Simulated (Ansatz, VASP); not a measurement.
# MgTiTe3 in two plane-wave programs, part 2 of 2

One calculation is typed for both programs; each brings its own data sets. How far apart do they land? The cell is generated by rule, not measured, and may not be a known phase. The cell is taken from a series of runs on this material, whose earlier steps may have relaxed, scaled, displaced or heated it; both programs get it as it stands.

VASP 6.6.1 and Ansatz 0.2.0.

So far: The starting structure; VASP: relaxation of cell and atoms, PBE with D3(BJ).

The structure was built from a prototype and need not be the compound's stable phase.

**3. Ansatz: relaxation of cell and atoms, PBE with D3(BJ)**

Level of this step: Ansatz beside VASP: Kohn-Sham DFT, plane waves, PBE with D3(BJ) (Ansatz).

Ansatz runs on its default PAW (the set named soft_2) files.

The same cell, functional, mesh and smearing now go to Ansatz, which takes its cutoff from its data sets.

Contents of input.yaml:

```yaml
crystal:
  lattice:
    - [3.6036770263, -3.981183806, 0.0]
    - [3.6036770263, 3.981183806, 0.0]
    - [-0.209477975, 0.0, 5.602549979]
  atoms:
    - { symbol: Mg, position: [0.0685050629, 0.0685050629, 0.7954891263] }
    - { symbol: Ti, position: [0.4705514631, 0.4705514631, 0.5031924578] }
    - { symbol: Te, position: [0.4248601105, 0.4248601105, 0.0530579964] }
    - { symbol: Te, position: [0.5610738987, 0.986785249, 0.5956302097] }
    - { symbol: Te, position: [0.986785249, 0.5610738987, 0.5956302097] }
kpoints:
  mp_grid: { grid: [8, 8, 6] }
hamiltonian:
  xc: pbe
  dispersion: d3bj
scf:
  occupations: { method: methfessel_paxton, width: 0.2 }
output:
  forces: true
  stress: true
  eigenvalues: true
relax:
  adjacent_minimum: "off"
  f_tol: 0.001
  max_steps: 60
  cell: { stress_tol: 0.01 }
```

Launch:

```sh
$ ansatz run input.yaml --threads 8 --pin off --max-ram 14336MiB --backend cpu --events-out ev --progress --plain --runs-dir out
```

Numbers of over 12 decimals in the logs are rounded to 6 here.

What it wrote:

```text
Engine: ansatz 0.2.0, aarch64-unknown-linux-gnu
Pseudopotentials: kind: paw
Pseudopotential: Mg, paw, valence charge 10, recommended cutoff 420 eV (normal), Mg.paw.azcp
Pseudopotential: Ti, paw, valence charge 12, recommended cutoff 420 eV (normal), Ti.paw.azcp
Pseudopotential: Te, paw, valence charge 16, recommended cutoff 420 eV (normal), Te.paw.azcp
Functional definition: PBE
  parameter kappa = 0.804
  parameter beta = 0.066725
  exchange = pbe_x(kappa = kappa, mu = beta*pi^2/3)
  correlation = pbe_c(beta = beta)
Crystal: 5 atoms, lattice volume = 160.758 Å³
Basis set: ecut = 420 eV, 3119 PW (Γ), exchange–correlation on 72×72×80 points (8 copies of the dense FFT grid, shifted against one another)
Bands: 42, of which v1, the nominal top of the filled ones, is band 35 counted from 1 (34 counted from 0)
Symmetry: 2 space group operations
Space group: Cm (ITA 8), of the structure as read, at distance tolerance 5.4e-5 Å
k-points: 114 of 384 (time reversal used)
Non-local potential: Mg, projectors of the file, l = 0: 3, l = 1: 2, l = 2: 1
Non-local potential: Ti, projectors of the file, l = 0: 3, l = 1: 2, l = 2: 3, l = 3: 1
Non-local potential: Te, projectors of the file, l = 0: 2, l = 1: 2, l = 2: 2, l = 3: 2
PAW form: soft (Blöchl's): semilocal exchange-correlation on the pseudo side does not see the compensation charge
PAW one-centre angular grid: Mg, 110 points (default); XC on 64 Gauss nodes
PAW one-centre angular grid: Ti, 590 points (default); XC on 64 Gauss nodes
PAW one-centre angular grid: Te, 590 points (default); XC on 64 Gauss nodes
Initial density: superposition of atomic densities (neutral atoms: chi_scale 0, normalization atom), corrected by the library's trained network
Initial wavefunctions: pseudopotential atomic-orbital guess
Functional: x = pbe(κ = 0.804, μ = 0.219515), c = pbe(β = 0.066725)
SCF iter   1: F=—  HF=-25367.032124 eV  |F-HF|=—  |Δ(HF+E_count)|=         —  Δρ=4.21e-3  dr2=3.29e-2  ethr=1.77e-3  ⟨swp⟩=7.0  Hψ=18749  notcnv=0
preconditioner: auto → LDOS  [metal: Δε(μ)=0.003 eV  Ē_g=6.453 eV  σ=0.200 eV  W_gap=0.01  n_scr=32 (ndim 8)  ℏωp=14.3 eV  f_vac=0.148  D(μ)=1.58/eV (n_scr^D=6)  β→1.0]
SCF iter   2: F=—  HF=-25367.032036 eV  |F-HF|=—  |Δ(HF+E_count)|=   8.83e-5  S|Δr|=    0.00e0  Δρ=3.34e-3  dr2=3.14e-2  ethr=4.70e-5  ⟨swp⟩=2.0  Hψ=9662  notcnv=0
SCF iter   3: F=—  HF=-25367.026294 eV  |F-HF|=—  |Δ(HF+E_count)|=   5.74e-3  S|Δr|=    0.00e0  Δρ=1.02e-3  dr2=2.71e-3  ethr=4.49e-5  ⟨swp⟩=2.0  Hψ=7025  notcnv=0
SCF iter   4: F=—  HF=-25367.025996 eV  |F-HF|=—  |Δ(HF+E_count)|=   2.99e-4  S|Δr|=    0.00e0  Δρ=1.88e-4  dr2=6.63e-5  ethr=3.87e-6  ⟨swp⟩=2.6  Hψ=7700  notcnv=0
SCF iter   5: F=—  HF=-25367.025979 eV  |F-HF|=—  |Δ(HF+E_count)|=   1.65e-5  S|Δr|=    0.00e0  Δρ=9.70e-5  dr2=3.20e-5  ethr=9.47e-8  ⟨swp⟩=2.0  Hψ=7564  notcnv=0
SCF iter   6: F=—  HF=-25367.025977 eV  |F-HF|=—  |Δ(HF+E_count)|=   2.47e-6  S|Δr|=    0.00e0  Δρ=2.23e-5  dr2=9.18e-7  ethr=4.57e-8  ⟨swp⟩=2.1  Hψ=6703  notcnv=0
SCF iter   7: F=-25367.025977 eV  HF=-25367.025977 eV  |F-HF|=1.89e-8  |Δ(HF+E_count)|=   3.24e-7  S|Δr|=    0.00e0  Δρ=6.50e-6  dr2=6.60e-8  ethr=1.43e-10  ⟨swp⟩=6.8  Hψ=24438  notcnv=0
SCF 1 converged in 7 iterations: F = -25367.025977 eV  dr2 = 6.60e-8
  greatest PAW one-centre occupation: 1.000 electrons in one spin orbital (limit 2), on the Mg atom at site 0 (counted from 0), in its partial waves of l = 0
relax step   1: F+E_penalty+E_count = -25367.02597703 eV  Δ(F+E_penalty+E_count) = +0.000e0 eV  max|allowed force component| = 8.517e-3 eV/Å  Δτ_max = 0.0000 Å  P = +0.006 GPa  Ω = 160.758 Å³  (7 SCF iters, dr2 threshold 1.00e-7 eV, accepted)
[...]
relax step   7: F+E_penalty+E_count = -25367.02603694 eV  Δ(F+E_penalty+E_count) = -1.472e-5 eV  max|allowed force component| = 1.119e-3 eV/Å  Δτ_max = 0.0013 Å  P = +0.004 GPa  Ω = 161.283 Å³  energy of the carried Pulay correction = -5.400e-5 eV  (9 SCF iters, accepted)
[...]
relax step   8: F+E_penalty+E_count = -25367.02603533 eV  Δ(F+E_penalty+E_count) = +1.600e-6 eV  max|allowed force component| = 6.232e-4 eV/Å  Δτ_max = 0.0012 Å  P = +0.002 GPa  Ω = 161.311 Å³  energy of the carried Pulay correction = -5.687e-5 eV  (7 SCF iters, dr2 threshold 7.82e-11 eV, accepted)
[...]
relax step   9: F+E_penalty+E_count = -25367.02608793 eV  Δ(F+E_penalty+E_count) = -5.259e-5 eV  max|allowed force component| = 6.245e-4 eV/Å  Δτ_max = 0.0000 Å  P = +0.002 GPa  Ω = 161.311 Å³  stress off target by 3.96e-3 GPa  SCF on the basis re-selected at this cell (its energy is not comparable with the rows above)  (8 SCF iters)
basis re-selected at this cell: Δ(F+E_penalty+E_count) = -5.259e-5 eV, ΔP = -0.000 GPa vs the last step (what re-selecting the basis moved, of the pressure what is left beyond the Pulay correction that the steps carried, after the strain that the cell walked since its last selection, with what the two solves' SCF thresholds leave and, on support functions, any second-order correction that the steps lacked; it is no m [...]
SCF converged after 8 iterations
Stability not checked: this state was not tested for a lower state beside it, because cold or Methfessel-Paxton smearing, or corrected tetrahedra, fill the levels in a way that the test cannot read (fill_not_monotonic; see scf.lower_state_search)
Free energy (F): -25367.026088 eV
Harris-Foulkes:  -25367.026088 eV  (|F-HF|=0.00e0)
Internal energy: -25367.030885 eV  (E = F + TS)
E sigma→0 (E₀):  -25367.027287 eV
Entropy (-TS):   0.004797 eV (0.959 meV/atom)
Fermi energy:    7.116159 eV
--- Per-component energies (eV) ---
  E_band       = -1439.428566
  E_kinetic    = 890.699826
  E_local      = -7795.344770  (includes V_loc(G=0)·N_el)
  E_nonlocal   = -825.396333
  E_hartree    = 4052.201024
  E_xc         = -499.338860
  E_vxc        = -471.814146  (∫ρ·V_xc dr)
  E_paw        = -15328.845051  (= ΣΔE_a)
  E_vpaw       = -1341.974762  (= ΣTr[D̂ρ^β])
  E_aug_tail   = -0.000436  (compensation charges beyond the density's cutoff)
  E_ewald      = -5859.233722
  E_disp       = -1.772564  (pairwise vdW)
  E_smearing   = 0.004797  (= −TS)
  E_closure    = 0.000000  (closes the sum)
  Σ components = -25367.026088   (vs F -25367.026088, Δ=0.00e0)
--- Forces (eV/Å), atoms counted from 1 ---
  atom   1  Mg     0.00062446     0.00000000     0.00057011
  atom   2  Ti    -0.00017523     0.00000000    -0.00030296
  atom   3  Te    -0.00013411     0.00000000     0.00010623
  atom   4  Te    -0.00015763     0.00032104    -0.00018667
  atom   5  Te    -0.00015763    -0.00032104    -0.00018667
  max |Σ_I F_I| component: 1.41e-7 eV/Å
--- Stress (GPa, compression-positive) ---
        0.003888       0.000000       0.000561
        0.000000       0.002821       0.000000
        0.000561       0.000000      -0.000179
  P = ⅓ Tr σ = 0.0022 GPa (0.022 kbar)
--- Band table (eV; the first three rows and the last of 114) ---
  k-point 0: bands = [... 31 lower, 5.7558, 5.9077, 6.1627, 6.2765, 6.9063, 8.0313, 8.2193, 8.2986, ... 3 higher]
  k-point 1: bands = [... 31 lower, 5.5744, 5.7965, 6.1724, 6.3199, 6.8865, 7.9925, 8.2584, 8.5481, ... 3 higher]
  k-point 2: bands = [... 31 lower, 5.0799, 5.7366, 6.1053, 6.4178, 7.0053, 7.9348, 8.3364, 8.5999, ... 3 higher]
  k-point 113: bands = [... 31 lower, 4.8979, 5.9381, 7.2955, 7.6397, 7.7836, 7.9587, 8.0528, 9.3436, ... 3 higher]
--- Relaxed structure (8 steps of the walk, 7 accepted, 1 SCFs on fresh bases) ---
  F+E_penalty+E_count = -25367.02608793 eV   max|allowed force component| = 6.245e-4 eV/Å   (the final SCF, on the basis selected at the relaxed cell)
  cell:  # Å, volume = 161.3112 Å³
    - [3.601834, -3.973129, -0.00962684]
    - [3.601834, 3.973129, -0.00962684]
    - [-0.224337, 2.469788915726916e-18, 5.636694]
  atoms:
    - { symbol: Mg, position: [0.069096, 0.069096, 0.796059] }
    - { symbol: Ti, position: [0.469560, 0.469560, 0.500779] }
    - { symbol: Te, position: [0.426304, 0.426304, 0.053464] }
    - { symbol: Te, position: [0.560187, 0.986629, 0.596349] }
    - { symbol: Te, position: [0.986629, 0.560187, 0.596349] }
```

The column dr2 measures how far the density is from self-consistency, as an energy; F and HF (Harris–Foulkes) agree once it is small.

**4. Side by side**

Known differences besides the potentials themselves: the data sets hold 70 valence electrons in Ansatz (on its default PAW (the set named soft_2) files) and 32 in VASP; the cutoff is 420 eV in Ansatz and 600 eV in VASP; Ansatz adds a Pulay correction to the stress that steers its cell, VASP none. Total energies have different zeros and are not compared.

The two programs side by side:

```
                                         quantity  Ansatz    VASP  difference
                                      volume (Å³)  161.31  160.71     +0.37 %
edge a after relaxation, in the typed setting (Å)   5.363   5.369     -0.12 %
edge c after relaxation, in the typed setting (Å)   5.641   5.606     +0.62 %
```

**5. What came out**

```json
{"difference in edge c after relaxation, in the typed setting (relaxation of cell and atoms, PBE with D3(BJ))": "0.62 %"}
```

What this shows: The difference in edge c after relaxation, in the typed setting is 0.62 % (relaxation of cell and atoms, PBE with D3(BJ)), within the 1.2 % picked in this series as the mark of a large difference, as far as the stopping tolerances let one tell. The data sets hold unlike numbers of valence electrons (70 in Ansatz and 32 in VASP), so part of the differences comes from the potentials. Such differences can come from data sets, numerical settings and the points named under the comparisons, not from the functional's error against experiment.

[Lines on the potential files, build, host, timing and source positions are cut from VASP's logs without a mark.]

[Logs are printed without paths, hosts, clocks, repeated set-up lines and the standing remarks that a program may print on its own settings, such as how far it seeks lower states.]

[Hosts, paths, dates, database ids (printed as entryN), source tags and the programs' standing remarks are cut or masked in the printed files.]
